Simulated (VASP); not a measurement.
Ce:

```
CELL_PARAMETERS angstrom
0.00000 2.26493 2.26493
2.26493 0.00000 2.26493
2.26493 2.26493 0.00000
ATOMIC_POSITIONS crystal
Ce 0.00000 0.00000 0.00000
```

Base run:

```yaml
Program: VASP 6.6.1
Functional: LDA
Potentials_or_basis: VASP PAW LDA potentials, release 64 (Ce)
Cutoff: 520 eV
k_mesh: 12 × 12 × 12
Occupations: methfessel-paxton, width 0.6 eV
Spin: no spin polarisation
```

Its results: band gap on the k mesh none (metal or under the smearing width); pressure -2.0 GPa.

Task: After a change of settings the same cell gave: band gap on the k mesh none (metal or under the smearing width); pressure 5.7 GPa. Which change was it?
A. occupations from methfessel-paxton, width 0.6 eV to fermi-dirac, width 0.1 eV
B. occupations from methfessel-paxton, width 0.6 eV to methfessel-paxton, width 0.01 eV; further incar settings from ALGO = Normal; EDIFF = 1e-06; NBANDS = 12 to ALGO = Fast; EDIFF = 1e-06; NBANDS = 12
C. occupations from methfessel-paxton, width 0.6 eV to gaussian, width 1 eV

Result: C.
